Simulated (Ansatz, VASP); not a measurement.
**Hf3Ge2 (Hf3Ge2 (P4/mbm)) in two plane-wave programs**

Wanted: the spread between two codes on one cell, functional and k mesh. The two relaxations start from unlike cells of this crystal (the structure described is Ansatz's start), so only their ends are compared.

Program: Ansatz 0.2.0. Level of theory: plane waves, with VASP 6.6.1 beside it; relaxation of cell and atoms at PBEsol. Results are calculated unless marked as measured.

## 1. Starting point

It takes space group P4/mbm (No. 127, tetragonal). The conventional cell has a = 7.100 Å, b = 7.100 Å, c = 3.701 Å, α = 90.00°, β = 90.00°, γ = 90.00°. Nearest to Hf lie 4 Ge at 2.78 Å. Nearest to Hf lie 6 Ge at 2.73 to 2.84 Å. Nearest to Ge lie 1 Ge at 2.62 Å and 8 Hf at 2.73 to 2.84 Å. Farther neighbours are not listed.

## 2. Ansatz: relaxation of cell and atoms, PBEsol

Ansatz runs on its PAW soft_1 files.

The relaxed volume is the usual yardstick between codes: in a stiff, nearly cubic crystal its relative difference is about their pressure difference at one cell divided by the bulk modulus.

input.yaml

```yaml
crystal:
  lattice:
    - [7.1004058, 0.0, 0.0]
    - [0.0, 7.1004058, 0.0]
    - [0.0, 0.0, 3.7011191]
  atoms:
    - { symbol: Hf, position: [0.0, 0.0, 0.0] }
    - { symbol: Hf, position: [0.5, 0.5, 0.0] }
    - { symbol: Hf, position: [0.17003812, 0.67003812, 0.5] }
    - { symbol: Hf, position: [0.82996188, 0.32996188, 0.5] }
    - { symbol: Hf, position: [0.67003812, 0.82996188, 0.5] }
    - { symbol: Hf, position: [0.32996188, 0.17003812, 0.5] }
    - { symbol: Ge, position: [0.63054327, 0.13054327, 0.0] }
    - { symbol: Ge, position: [0.36945673, 0.86945673, 0.0] }
    - { symbol: Ge, position: [0.13054327, 0.36945673, 0.0] }
    - { symbol: Ge, position: [0.86945673, 0.63054327, 0.0] }
basis:
  ecutwfc: 420
  xc_grid: 2
hamiltonian:
  xc: pbesol
  pseudopotentials: { kind: paw, azcp: { folder: soft_1 }, xc_functional: pbe }
kpoints:
  mp_grid: { grid: [6, 6, 10] }
scf:
  occupations: { method: fermi_dirac, width: 0.05 }
  max_iter: 150
output:
  forces: true
  stress: true
relax:
  f_tol: 0.01
  max_steps: 60
  cell: {}
checkpoint:
  write: "../pbesol.run"
  compress: false
  write_wavefunctions: false
  write_every: 100000
```

Run with:

```console
ansatz run input.yaml --threads 4 --pin off --max-ram 6594MiB --backend cpu --events-out ev --progress --plain --runs-dir out
```

Numbers of over 12 decimals in the logs are rounded to 6 here.

The log of the run:

```text
Engine: ansatz 0.2.0, aarch64-unknown-linux-gnu
Pseudopotentials: kind: paw
Pseudopotential: Hf, paw, valence charge 26, recommended cutoff 420 eV (normal), soft_1/Hf.paw.azcp
Pseudopotential: Ge, paw, valence charge 14, recommended cutoff 420 eV (normal), soft_1/Ge.paw.azcp
Functional definition: PBEsol
  exchange = pbesol_x
  correlation = pbesol_c
Crystal: 10 atoms, lattice volume = 186.595 Å³
Basis set: ecut = 420 eV, 3641 PW (Γ), exchange–correlation on 96×96×50 points (8 copies of the dense FFT grid, shifted against one another)
Bands: 128, of which v1, the nominal top of the filled ones, is band 106 counted from 1 (105 counted from 0)
Symmetry: 16 space group operations
Space group: P4/mbm (ITA 127), of the structure as read, at distance tolerance 5.7e-5 Å
k-points: 60 of 360
Non-local potential: Hf, projectors of the file, l = 0: 3, l = 1: 2, l = 2: 2, l = 3: 3
Non-local potential: Ge, projectors of the file, l = 0: 2, l = 1: 2, l = 2: 3, l = 3: 1
PAW form: soft (Blöchl's): semilocal exchange-correlation on the pseudo side does not see the compensation charge
PAW frozen core: Hf, regenerated for the run's functional, and the local potential with it (the file was generated under x = pbe(κ = 0.804, μ = 0.219515), c = pbe(β = 0.066725))
PAW frozen core: Ge, regenerated for the run's functional, and the local potential with it (the file was generated under x = pbe(κ = 0.804, μ = 0.219515), c = pbe(β = 0.066725))
PAW one-centre angular grid: Hf, 590 points (default); XC on 64 Gauss nodes
PAW one-centre angular grid: Ge, 590 points (default); XC on 64 Gauss nodes
Initial density: superposition of atomic densities (chi_scale 0.1, normalization cell, long waves kept (reshape's long-wave potential 0.01 eV rms))
Initial wavefunctions: pseudopotential atomic-orbital guess
Functional: x = pbesol(κ = 0.804, μ = 0.123457), c = pbesol(β = 0.046)
SCF iter   1: F=—  HF=-110617.904979 eV  |F-HF|=—  |Δ(HF+E_count)|=         —  Δρ=5.57e-2  dr2=1.27e1  ethr=3.10e-3  ⟨swp⟩=5.2  Hψ=24194  notcnv=0  defer=188
preconditioner: auto → Kerker (q_TF=auto, 2.787 Å⁻¹)  [metal: Δε(μ)=0.013 eV  Ē_g=18.538 eV  σ=0.050 eV  W_gap=0.06  n_scr=70 (ndim 8)  ℏωp=38.4 eV  f_vac=0.000  D(μ)=5.89/eV (n_scr^D=38)]
SCF iter   2: F=—  HF=-110615.595495 eV  |F-HF|=—  |Δ(HF+E_count)|=    2.31e0  Δρ=2.99e-2  dr2=3.73e0  ethr=3.10e-3  ⟨swp⟩=2.0  Hψ=14305  notcnv=0  defer=817
SCF iter   3: F=—  HF=-110614.755548 eV  |F-HF|=—  |Δ(HF+E_count)|=   8.40e-1  Δρ=1.37e-2  dr2=7.17e-1  ethr=1.76e-3  ⟨swp⟩=2.1  Hψ=12295  notcnv=0  defer=817
SCF iter   4: F=—  HF=-110614.538226 eV  |F-HF|=—  |Δ(HF+E_count)|=   2.17e-1  Δρ=4.27e-3  dr2=4.88e-2  ethr=3.38e-4  ⟨swp⟩=2.9  Hψ=14194  notcnv=0  defer=804
SCF iter   5: F=—  HF=-110614.534985 eV  |F-HF|=—  |Δ(HF+E_count)|=   3.24e-3  Δρ=1.77e-3  dr2=6.84e-3  ethr=2.30e-5  ⟨swp⟩=2.0  Hψ=13430  notcnv=0  defer=808
SCF iter   6: F=—  HF=-110614.527888 eV  |F-HF|=—  |Δ(HF+E_count)|=   7.10e-3  Δρ=7.50e-4  dr2=1.49e-3  ethr=3.23e-6  ⟨swp⟩=3.0  Hψ=14222  notcnv=0  defer=808
SCF iter   7: F=—  HF=-110614.527682 eV  |F-HF|=—  |Δ(HF+E_count)|=   2.06e-4  Δρ=2.32e-4  dr2=1.72e-4  ethr=7.02e-7  ⟨swp⟩=2.0  Hψ=13017  notcnv=0  defer=808
SCF iter   8: F=—  HF=-110614.527738 eV  |F-HF|=—  |Δ(HF+E_count)|=   5.61e-5  Δρ=1.99e-4  dr2=5.99e-5  ethr=8.10e-8  ⟨swp⟩=3.2  Hψ=15071  notcnv=0  defer=808
SCF iter   9: F=—  HF=-110614.527629 eV  |F-HF|=—  |Δ(HF+E_count)|=   1.09e-4  Δρ=5.74e-5  dr2=6.38e-6  ethr=2.83e-8  ⟨swp⟩=3.2  Hψ=15157  notcnv=0  defer=808
SCF iter  10: F=—  HF=-110614.527642 eV  |F-HF|=—  |Δ(HF+E_count)|=   1.24e-5  Δρ=1.47e-5  dr2=4.96e-7  ethr=3.01e-9  ⟨swp⟩=2.6  Hψ=13160  notcnv=0  defer=808
SCF iter  11: F=-110614.527641 eV  HF=-110614.527642 eV  |F-HF|=1.19e-7  |Δ(HF+E_count)|=   1.29e-7  Δρ=5.48e-6  dr2=7.96e-8  ethr=1.00e-12  ⟨swp⟩=14.0  Hψ=72183  notcnv=0
SCF 1 converged in 11 iterations: F = -110614.527641 eV  dr2 = 7.96e-8
  Residual-converged pass: ⟨swp⟩=1.1  Hψ=8056  notcnv=0  max |occ|·‖R‖ = 5.5e-6 eV (tolerance 6.7e-6 eV)  dr2=7.96e-8  dr2_onsite=6.54e-8  max |Δocc| = 2.8e-13
  greatest PAW one-centre occupation: 0.998 electrons in one spin orbital (limit 2), on the Ge atom at site 9 (counted from 0), in its partial waves of l = 2
relax step   1: F+E_penalty+E_count = -110614.52764141 eV  Δ(F+E_penalty+E_count) = +0.000e0 eV  max|allowed force component| = 2.985e-2 eV/Å  Δτ_max = 0.0000 Å  P = -2.445 GPa  Ω = 186.595 Å³  (11 SCF iters, dr2 threshold 1.00e-7 eV, accepted)
[...]
relax step   3: F+E_penalty+E_count = -110614.55980705 eV  Δ(F+E_penalty+E_count) = -3.217e-2 eV  max|allowed force component| = 3.204e-3 eV/Å  Δτ_max = 0.0044 Å  P = -0.167 GPa  Ω = 183.406 Å³  energy of the carried Pulay correction = +9.999e-4 eV  (12 SCF iters, accepted)
[...]
relax step   4: F+E_penalty+E_count = -110614.56007670 eV  Δ(F+E_penalty+E_count) = -2.697e-4 eV  max|allowed force component| = 4.486e-3 eV/Å  Δτ_max = 0.0011 Å  P = -0.043 GPa  Ω = 183.210 Å³  energy of the carried Pulay correction = +1.062e-3 eV  (5 SCF iters, dr2 threshold 2.16e-7 eV, accepted)
[...]
relax step   5: F+E_penalty+E_count = -110614.56013009 eV  Δ(F+E_penalty+E_count) = -5.338e-5 eV  max|allowed force component| = 3.070e-4 eV/Å  Δτ_max = 0.0007 Å  P = +0.002 GPa  Ω = 183.167 Å³  energy of the carried Pulay correction = +1.075e-3 eV  (5 SCF iters, dr2 threshold 1.35e-8 eV, accepted)
[...]
relax step   6: F+E_penalty+E_count = -110614.55906881 eV  Δ(F+E_penalty+E_count) = +1.061e-3 eV  max|allowed force component| = 2.986e-4 eV/Å  Δτ_max = 0.0000 Å  P = +0.001 GPa  Ω = 183.167 Å³  stress off target by 2.75e-3 GPa  SCF on the basis re-selected at this cell (its energy is not comparable with the rows above)  (6 SCF iters)
basis re-selected at this cell: Δ(F+E_penalty+E_count) = +1.061e-3 eV, ΔP = -0.001 GPa vs the last step (what re-selecting the basis moved, of the pressure what is left beyond the Pulay correction that the steps carried, after the strain that the cell walked since its last selection, with what the two solves' SCF thresholds leave and, on support functions, any second-order correction that the steps lacked; it is no m [...]
SCF converged after 6 iterations
Free energy (F): -110614.559069 eV
Harris-Foulkes:  -110614.559069 eV  (|F-HF|=5.82e-11)
Internal energy: -110614.501552 eV  (E = F + TS)
E sigma→0 (E₀):  -110614.530311 eV
Entropy (-TS):   -0.057516 eV (-5.752 meV/atom)
Fermi energy:    17.682503 eV
--- Per-component energies (eV) ---
  E_band       = -160.144897
  E_kinetic    = 2835.448317
  E_local      = -44223.122772  (includes V_loc(G=0)·N_el)
  E_nonlocal   = 1272.845082
  E_hartree    = 21642.638776
  E_xc         = -1878.799868
  E_vxc        = -1798.088639  (∫ρ·V_xc dr)
  E_paw        = -53345.122738  (= ΣΔE_a)
  E_vpaw       = -1532.505707  (= ΣTr[D̂ρ^β])
  E_aug_tail   = 0.000572  (compensation charges beyond the density's cutoff)
  E_ewald      = -36929.567008
  E_core_change = 11.178088  (= ΣΔE_core)
  E_smearing   = -0.057516  (= −TS)
  E_closure    = 0.000000  (closes the sum)
  Σ components = -110614.559069   (vs F -110614.559069, Δ=0.00e0)
--- Forces (eV/Å), atoms counted from 1 ---
  atom   1  Hf     0.00000000     0.00000000     0.00000000
  atom   2  Hf     0.00000000     0.00000000     0.00000000
  atom   3  Hf    -0.00019435    -0.00019435     0.00000000
  atom   4  Hf     0.00019435     0.00019435     0.00000000
  atom   5  Hf    -0.00019435     0.00019435     0.00000000
  atom   6  Hf     0.00019435    -0.00019435     0.00000000
  atom   7  Ge     0.00029860     0.00029860     0.00000000
  atom   8  Ge    -0.00029860    -0.00029860     0.00000000
  atom   9  Ge     0.00029860    -0.00029860     0.00000000
  atom  10  Ge    -0.00029860     0.00029860     0.00000000
  max |Σ_I F_I| component: 9.97e-18 eV/Å
--- Stress (GPa, compression-positive) ---
        0.002431       0.000000       0.000000
        0.000000       0.002431       0.000000
        0.000000       0.000000      -0.002747
  P = ⅓ Tr σ = 0.0007 GPa (0.007 kbar)
--- Relaxed structure (5 steps of the walk, 4 accepted, 1 SCFs on fresh bases) ---
  F+E_penalty+E_count = -110614.55906881 eV   max|allowed force component| = 2.986e-4 eV/Å   (the final SCF, on the basis selected at the relaxed cell)
  cell:  # Å, volume = 183.1673 Å³
    - [7.082847, 0, 0.0]
    - [0, 7.082847, 0.0]
    - [0.0, 0.0, 3.651172]
  atoms:
    - { symbol: Hf, position: [0, 0, 0.0] }
    - { symbol: Hf, position: [0.5, 0.5, 0.0] }
    - { symbol: Hf, position: [0.170509, 0.670509, 0.5] }
    - { symbol: Hf, position: [0.829491, 0.329491, 0.5] }
    - { symbol: Hf, position: [0.670509, 0.829491, 0.5] }
    - { symbol: Hf, position: [0.329491, 0.170509, 0.5] }
    - { symbol: Ge, position: [0.630383, 0.130383, 0.0] }
    - { symbol: Ge, position: [0.369617, 0.869617, 0.0] }
    - { symbol: Ge, position: [0.130383, 0.369617, 0.0] }
    - { symbol: Ge, position: [0.869617, 0.630383, 0.0] }
```

(Continued in part 2 of 2.)

[Lines on the potential files, build, host, timing and source positions are cut from VASP's logs without a mark.]

[Logs are printed without paths, hosts, clocks, repeated set-up lines and the standing remarks that a program may print on its own settings, such as how far it seeks lower states.]

[Hosts, paths, dates, database ids (printed as entryN), source tags and the programs' standing remarks are cut or masked in the printed files.]
